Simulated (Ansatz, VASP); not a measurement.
**Ba2FeMoO6: VASP beside Ansatz**

Aim: how closely do two programs agree when they are given the same cell, functional and k mesh?

Calculated with Ansatz 0.2.0; plane waves, with VASP 6.6.1 beside it; single point at PBEsol, DFT+U.

### 1. The structure

The structure is cubic, space group Fm-3m (No. 225). The conventional cell has a = 8.069 Å, b = 8.069 Å, c = 8.069 Å, α = 90.00°, β = 90.00°, γ = 90.00°. Nearest to Ba lie 12 O at 2.85 Å. Fe has 6 O at 2.07 Å nearest. Nearest to Mo lie 6 O at 1.96 Å. O has 1 Mo at 1.96 Å and 1 Fe at 2.07 Å and 4 Ba at 2.85 Å nearest. Farther neighbours and most contacts between anions are not listed.

### 2. Ansatz: single point, PBEsol, DFT+U

Ansatz runs on its default PAW (the set named soft_2) files.

A single point gives forces, pressure and levels at one fixed geometry, so differences don't come from the geometry; what else differs is listed under the comparison.

Contents of input.yaml:

```yaml
crystal:
  lattice:
    - [0.0, 4.0345, 4.0345]
    - [4.0345, 0.0, 4.0345]
    - [8.069, 8.069, 0.0]
  atoms:
    - { symbol: Ba, position: [0.25, 0.25, 0.125] }
    - { symbol: Ba, position: [0.25, 0.25, 0.625] }
    - { symbol: Ba, position: [0.75, 0.75, 0.375] }
    - { symbol: Ba, position: [0.75, 0.75, 0.875] }
    - { symbol: Fe, position: [0.5, 0.5, 0.25], spin: 4.0 }
    - { symbol: Fe, position: [0.5, 0.5, 0.75], spin: -4.0 }
    - { symbol: Mo, position: [0.0, 0.0, 0.0], spin: 2.0 }
    - { symbol: Mo, position: [0.0, 0.0, 0.5], spin: -2.0 }
    - { symbol: O, position: [0.7568, 0.2432, 0.1216] }
    - { symbol: O, position: [0.7568, 0.2432, 0.6216] }
    - { symbol: O, position: [0.2432, 0.7568, 0.1216] }
    - { symbol: O, position: [0.2432, 0.7568, 0.6216] }
    - { symbol: O, position: [0.2432, 0.7568, 0.3784] }
    - { symbol: O, position: [0.2432, 0.7568, 0.8784] }
    - { symbol: O, position: [0.7568, 0.2432, 0.3784] }
    - { symbol: O, position: [0.7568, 0.2432, 0.8784] }
    - { symbol: O, position: [0.2432, 0.2432, 0.3784] }
    - { symbol: O, position: [0.2432, 0.2432, 0.8784] }
    - { symbol: O, position: [0.7568, 0.7568, 0.1216] }
    - { symbol: O, position: [0.7568, 0.7568, 0.6216] }
hamiltonian:
  xc: pbesol
  pseudopotentials: { kind: paw }
  hubbard:
    sites:
      - { species: Fe, l: d, u_eff: 4.5 }
      - { species: Mo, l: d, u_eff: 2.0 }
magnetization:
  spin_polarized: true
kpoints:
  mp_grid: { grid: [8, 8, 4] }
scf:
  occupations: { method: fermi_dirac, width: 0.05 }
  n_extra_bands: 17
output:
  forces: true
  stress: true
  eigenvalues: true
```

The run is started by

```console
$ ansatz run input.yaml --threads 8 --pin off --max-ram 18432MiB --backend cpu --events-out ev --progress --plain --runs-dir out
```

Numbers of over 12 decimals in the logs are rounded to 6 here.

The log of the run:

```text
Ba: projections on atomic orbitals take those of the free atom [Kr 4d10] 5s2 5p6 6s2, of charge +0.00 (hamiltonian.pseudopotentials.projection_atoms); the dataset's partial waves leave at most 9.7e-6 of an orbital's norm unspanned inside its sphere
Fe: projections on atomic orbitals take those of the free atom [Ne] 3s2 3p6 3d6 4s2, of charge +0.00 (hamiltonian.pseudopotentials.projection_atoms); the dataset's partial waves leave at most 1.1e-6 of an orbital's norm unspanned inside its sphere
Mo: projections on atomic orbitals take those of the free atom [Ar 3d10] 4s2 4p6 4d5 5s1, of charge +0.00 (hamiltonian.pseudopotentials.projection_atoms); the dataset's partial waves leave at most 6.0e-6 of an orbital's norm unspanned inside its sphere
O: projections on atomic orbitals take those of the free atom [He] 2s2 2p4, of charge +0.00 (hamiltonian.pseudopotentials.projection_atoms); the dataset's partial waves leave at most 1.9e-8 of an orbital's norm unspanned inside its sphere
scf.n_extra_bands = 17 over 86 filled bands (N_el = 172.0): the run solves 103 bands
Engine: ansatz 0.2.0, aarch64-unknown-linux-gnu
Pseudopotentials: kind: paw
Pseudopotential: Ba, paw, valence charge 10, recommended cutoff 420 eV (normal), Ba.paw.azcp
Pseudopotential: Fe, paw, valence charge 16, recommended cutoff 420 eV (normal), Fe.paw.azcp
Pseudopotential: Mo, paw, valence charge 14, recommended cutoff 420 eV (normal), Mo.paw.azcp
Pseudopotential: O, paw, valence charge 6, recommended cutoff 420 eV (normal), O.paw.azcp
Functional definition: PBEsol
  exchange = pbesol_x
  correlation = pbesol_c
Crystal: 20 atoms, lattice volume = 262.681 Å³
Basis set: ecut = 420 eV, 5173 PW (Γ), exchange–correlation on 80×80×160 points (8 copies of the dense FFT grid, shifted against one another)
Bands: 103, of which v1, the nominal top of the filled ones, is band 86 counted from 1 (85 counted from 0)
Symmetry: 6 space group operations
Space group: R3m (ITA 160), of the structure as read, at distance tolerance 6.4e-5 Å
Magnetic group: BNS 160.68 (UNI 1298), of the structure as read, at distance tolerance 6.4e-5 Å
k-points: 35 of 256 (time reversal used)
Non-local potential: Ba, projectors of the file, l = 0: 3, l = 1: 2, l = 2: 2, l = 3: 2
Non-local potential: Fe, projectors of the file, l = 0: 3, l = 1: 2, l = 2: 3, l = 3: 1
Non-local potential: Mo, projectors of the file, l = 0: 3, l = 1: 2, l = 2: 2, l = 3: 1
Non-local potential: O, projectors of the file, l = 0: 2, l = 1: 2, l = 2: 1
PAW form: soft (Blöchl's): semilocal exchange-correlation on the pseudo side does not see the compensation charge
PAW frozen core: Ba, regenerated for the run's functional, and the local potential with it (the file was generated under x = pbe(κ = 0.804, μ = 0.219515), c = pbe(β = 0.066725))
PAW frozen core: Fe, regenerated for the run's functional, and the local potential with it (the file was generated under x = pbe(κ = 0.804, μ = 0.219515), c = pbe(β = 0.066725))
PAW frozen core: Mo, regenerated for the run's functional, and the local potential with it (the file was generated under x = pbe(κ = 0.804, μ = 0.219515), c = pbe(β = 0.066725))
PAW frozen core: O, regenerated for the run's functional, and the local potential with it (the file was generated under x = pbe(κ = 0.804, μ = 0.219515), c = pbe(β = 0.066725))
PAW one-centre angular grid: Ba, 194 points (default); XC on 64 Gauss nodes
PAW one-centre angular grid: Fe, 590 points (default); XC on 64 Gauss nodes
PAW one-centre angular grid: Mo, 590 points (default); XC on 64 Gauss nodes
PAW one-centre angular grid: O, 110 points (default); XC on 64 Gauss nodes
Initial density: superposition of atomic densities (chi_scale 0.1, normalization cell, long waves kept (reshape's long-wave potential 0.00 eV rms))
Starting moments: Σ|m| = 12 μB on 4 of 20 sites
Starting magnetic order: antiferromagnet; a translation exchanges its spin sublattices: spin-degenerate at every k-point
Initial wavefunctions: pseudopotential atomic-orbital guess
Functional: x = pbesol(κ = 0.804, μ = 0.123457), c = pbesol(β = 0.046)
SCF iter   1: F=—  HF=-48895.675303 eV  |F-HF|=—  |Δ(HF+E_count)|=         —  Δρ=7.41e-2 (↑7.41e-2 ↓7.41e-2)  dr2=8.44e1  dr2_m=3.61e0  M=0.000 μB ∫|m|=8.115 μB  β_m=0.30  ethr=3.10e-3  ⟨swp⟩=7.1  Hψ=14933  notcnv=0  defer=107
preconditioner: auto → Kerker (q_TF=auto, 2.542 Å⁻¹)  [metal: Δε(μ)=0.058 eV  Ē_g=11.484 eV  σ=0.050 eV  W_gap=0.26  n_scr=60 (ndim 8)  ℏωp=26.3 eV  f_vac=0.000  D(μ)=12.68/eV (n_scr^D=110)]
spin=Collinear: Kerker preconditioning applied to the charge; magnetization (m = ρ↑ − ρ↓) channel mixes plain (no charge-response kernel on spin).
SCF iter   2: F=—  HF=-48886.171211 eV  |F-HF|=—  |Δ(HF+E_count)|=    9.50e0  Δρ=4.20e-2 (↑4.20e-2 ↓4.20e-2)  dr2=2.96e1  dr2_m=1.52e0  M=0.000 μB ∫|m|=8.924 μB  β_m=0.30  ethr=3.10e-3  ⟨swp⟩=4.4  Hψ=7999  notcnv=0  defer=262
SCF iter   3: F=—  HF=-48881.939613 eV  |F-HF|=—  |Δ(HF+E_count)|=    4.23e0  Δρ=3.45e-2 (↑3.45e-2 ↓3.45e-2)  dr2=6.92e0  dr2_m=1.58e0  M=0.000 μB ∫|m|=10.777 μB  β_m=0.30  ethr=3.10e-3  ⟨swp⟩=4.7  Hψ=9497  notcnv=0  defer=205
[...]
SCF iter  23: F=—  HF=-48881.057612 eV  |F-HF|=—  |Δ(HF+E_count)|=   1.28e-3  Δρ=1.35e-4 (↑1.35e-4 ↓1.24e-4)  dr2=6.39e-5  dr2_m=2.08e-5  M=-0.001 μB ∫|m|=8.986 μB  β_m=0.75  ethr=2.00e-7  ⟨swp⟩=2.7  Hψ=13632  notcnv=0  defer=291
SCF iter  24: F=—  HF=-48881.058065 eV  |F-HF|=—  |Δ(HF+E_count)|=   4.52e-4  Δρ=8.17e-5 (↑7.69e-5 ↓8.17e-5)  dr2=5.11e-5  dr2_m=2.81e-6  M=-0.001 μB ∫|m|=8.978 μB  β_m=0.59  ethr=3.72e-8  ⟨swp⟩=2.1  Hψ=13205  notcnv=0  defer=291
SCF iter  25: F=—  HF=-48881.058061 eV  |F-HF|=—  |Δ(HF+E_count)|=   3.32e-6  Δρ=7.64e-5 (↑7.64e-5 ↓4.51e-5)  dr2=3.78e-5  dr2_m=3.44e-6  M=0.002 μB ∫|m|=8.978 μB  β_m=0.44  ethr=2.97e-8  ⟨swp⟩=2.0  Hψ=9806  notcnv=0  defer=291
SCF iter  26: F=—  HF=-48881.058062 eV  |F-HF|=—  |Δ(HF+E_count)|=   1.81e-7  Δρ=2.30e-5 (↑2.02e-5 ↓2.30e-5)  dr2=2.74e-6  dr2_m=6.92e-7  M=0.000 μB ∫|m|=8.979 μB  β_m=0.50  ethr=2.20e-8  ⟨swp⟩=1.9  Hψ=8607  notcnv=0  defer=291
SCF iter  27: F=—  HF=-48881.058062 eV  |F-HF|=—  |Δ(HF+E_count)|=   7.50e-7  Δρ=9.74e-6 (↑9.74e-6 ↓8.13e-6)  dr2=4.70e-7  dr2_m=7.88e-8  M=-0.000 μB ∫|m|=8.979 μB  β_m=0.49  ethr=1.60e-9  ⟨swp⟩=2.0  Hψ=12911  notcnv=0  defer=291
SCF iter  28: F=—  HF=-48881.058062 eV  |F-HF|=—  |Δ(HF+E_count)|=   4.32e-8  Δρ=6.54e-6 (↑6.54e-6 ↓5.59e-6)  dr2=1.96e-7  dr2_m=5.64e-8  M=-0.000 μB ∫|m|=8.979 μB  β_m=0.57  ethr=2.73e-10  ⟨swp⟩=2.0  Hψ=10575  notcnv=0  defer=291
SCF iter  29: F=—  HF=-48881.058063 eV  |F-HF|=—  |Δ(HF+E_count)|=   1.01e-7  Δρ=4.62e-6 (↑2.82e-6 ↓4.62e-6)  dr2=1.11e-7  dr2_m=1.80e-8  M=0.000 μB ∫|m|=8.979 μB  β_m=0.59  ethr=5.81e-11  ⟨swp⟩=3.7  Hψ=19023  notcnv=0
SCF iter  30: F=-48881.058062 eV  HF=-48881.058063 eV  |F-HF|=6.73e-8  |Δ(HF+E_count)|=   2.71e-8  Δρ=3.85e-6 (↑3.85e-6 ↓1.28e-6)  dr2=8.20e-8  dr2_m=8.74e-9  M=0.000 μB ∫|m|=8.979 μB  ethr=5.81e-11  ⟨swp⟩=2.7  Hψ=14870  notcnv=0
SCF 5 converged in 30 iterations: F = -48881.058062 eV  dr2 = 8.20e-8
  greatest PAW one-centre occupation: 1.003 electrons in one spin orbital (limit 2), on the Fe atom at site 4 (counted from 0), in its partial waves of l = 1
SCF converged after 2 iterations
Stability not told: the SCF's own minimisation came to no verdict on its close; the lowest value that the minimisation read is 2.1e-2 (residual 1.5e-3): no lower mode is shown, and none is ruled out
Magnetization: 0.0000 μB (86.0000 up, 86.0000 down)
Absolute magnetization: 8.0908 μB (∫|ρ↑−ρ↓|, with the PAW one-centre terms)
Spin contamination: 4.0941 ħ² per cell (⟨S²⟩ above its minimum at these occupations)
Per-site moments (μB) at R_I (Å): [(-0.000584619, 1.177007), (0.0005957, 1.177007), (-0.000584619, 1.177007), (0.0005957, 1.177007), (3.441890, 0.854749), (-3.442793, 0.854749), (0.000462874, 0.809482), (0.000462874, 0.809482), (0.025849, 0.809482), (-0.033558, 0.809482), (0.031207, 0.809482), (-0.027567, 0.809482), (0.025849, 0.809482), (-0.033558, 0.809482), (0.031207, 0.809482), (-0.027567, 0.809482), (0.031207, 0.809482), (-0.027567, 0.809482), (0.031207, 0.809482), (-0.027567, 0.809482)]
Free energy (F): -48881.780004 eV
Harris-Foulkes:  -48881.780004 eV  (|F-HF|=4.73e-10)
Internal energy: -48881.779919 eV  (E = F + TS)
E sigma→0 (E₀):  -48881.779962 eV
Entropy (-TS):   -0.000085 eV (-0.004 meV/atom)
Fermi energy:    12.193696 eV
--- Per-component energies (eV) ---
  E_band       = -854.204043
  E_kinetic    = 4327.585768
  E_local      = -13206.242754  (includes V_loc(G=0)·N_el)
  E_nonlocal   = 1556.932449
  E_hartree    = 5187.661809
  E_xc         = -2139.376781
  E_vxc        = -2422.387296  (∫ρ·V_xc dr)
  E_hubbard    = 6.877834  (on-site DFT+U / exact-exchange correction)
  E_vhub       = -22.424832  (the Hubbard potential's part of the band-sum identity)
  E_paw        = -31349.281039  (= ΣΔE_a)
  E_vpaw       = -1463.019386  (= ΣTr[D̂ρ^β])
  E_aug_tail   = 0.030145  (compensation charges beyond the density's cutoff)
  E_ewald      = -13267.773539
  E_core_change = 1.806189  (= ΣΔE_core)
  E_smearing   = -0.000085  (= −TS)
  E_closure    = -0.000000  (closes the sum)
  Σ components = -48881.780004   (vs F -48881.780004, Δ=0.00e0)
--- Forces (eV/Å), atoms counted from 1 ---
  atom   1  Ba     0.06124821     0.00596085    -0.00596085
  atom   2  Ba    -0.00751587     0.03961605    -0.03961605
  atom   3  Ba    -0.06124820    -0.00596085     0.00596085
  atom   4  Ba     0.00751588    -0.03961605     0.03961605
  atom   5  Fe     0.00000001     0.00000000    -0.00000000
  atom   6  Fe     0.00000000     0.00000001    -0.00000001
  atom   7  Mo     0.32077457    -0.15983536     0.15983536
  atom   8  Mo    -0.32077456     0.15983538    -0.15983538
  atom   9  O     -1.57134386     0.00189409    -0.00189409
  atom  10  O     -1.15922085    -0.02375148     0.02375148
  atom  11  O     -0.01276067    -1.28459803     0.01804684
  atom  12  O     -0.00318960    -1.48630605     0.00810355
  atom  13  O      1.57134386    -0.00189409     0.00189409
  atom  14  O      1.15922085     0.02375148    -0.02375148
  atom  15  O      0.01276067     1.28459803    -0.01804684
  atom  16  O      0.00318960     1.48630605    -0.00810355
  atom  17  O      0.01276067     0.01804684    -1.28459803
  atom  18  O      0.00318960     0.00810355    -1.48630605
  atom  19  O     -0.01276067    -0.01804684     1.28459803
  atom  20  O     -0.00318960    -0.00810355     1.48630605
  max |Σ_I F_I| component: 2.77e-8 eV/Å
--- Stress (GPa, compression-positive) ---
       -2.076175       0.338976      -0.338976
        0.338980      -1.970468      -0.390805
       -0.338980      -0.390805      -1.970468
  P = ⅓ Tr σ = -2.0057 GPa (-20.057 kbar)
--- Band table (eV; the first three rows and the last of 156) ---
  k-point 0 ↑: bands = [... 82 lower, 10.3614, 10.5731, 10.6516, 11.2092, 12.7322, 12.8072, 12.9224, 12.9960, ... 13 higher]
  k-point 1 ↑: bands = [... 82 lower, 10.3162, 10.6852, 10.7837, 11.2156, 12.6933, 12.7932, 12.9569, 13.0105, ... 13 higher]
  k-point 2 ↑: bands = [... 82 lower, 10.2039, 10.7691, 10.8858, 11.2198, 12.6628, 12.7814, 12.9834, 13.0267, ... 13 higher]
  k-point 77 ↓: bands = [... 82 lower, 10.1229, 10.4263, 10.8758, 11.5367, 12.9104, 13.0099, 13.0181, 13.1241, ... 13 higher]
Occupation matrices written to <dir>
```

It took 25 min on 8 threads of Arm Neoverse N1, shared host; peak memory 10 GiB; 3.3 h of CPU time.

The run ends at a pressure of -2.01 GPa, with forces up to 1.6 eV/Å.

[end of part 1 of 2]

[Lines on the potential files, build, host, timing and source positions are cut from VASP's logs without a mark.]

[Logs are printed without paths, hosts, clocks, repeated set-up lines and the standing remarks that a program may print on its own settings, such as how far it seeks lower states.]

[Hosts, paths, dates, database ids (printed as entryN), source tags and the programs' standing remarks are cut or masked in the printed files.]
